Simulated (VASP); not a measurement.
Given:

```
Zn
1.0
    1.32851    -2.30104     0.00000
    1.32851     2.30104     0.00000
    0.00000     0.00000     4.67029
Zn
2
Direct
  0.33333   0.66667   0.25000
  0.66667   0.33333   0.75000
```

Calculation: vdW-DF-cx, VASP's PBE PAW potentials (set 64) (plane waves; VASP 6.6.1). Numerical set-up: 520 eV cut-off, 16×16×8 Γ-centred mesh, first-order Methfessel-Paxton smearing of 0.10 eV, potentials Zn.

The ions and cell shape at fixed volume are relaxed. What does this cell relax into?

```
Zn
1.0
    1.30891    -2.26710     0.00000
    1.30891     2.26710     0.00000
    0.00000     0.00000     4.81116
Zn
2
Direct
  0.33333   0.66667   0.25000
  0.66667   0.33333   0.75000
```
Space group P6_3/mmc (194), at a tolerance of 0.03 Å.

How much energy does the relaxation gain?

The energy (σ→0) changes by -6.2 meV/atom, in 6 ionic steps.

The compound is Zn in the hcp structure. This run relaxes it. Symmetry was kept, so distortions that lower it aren't found.
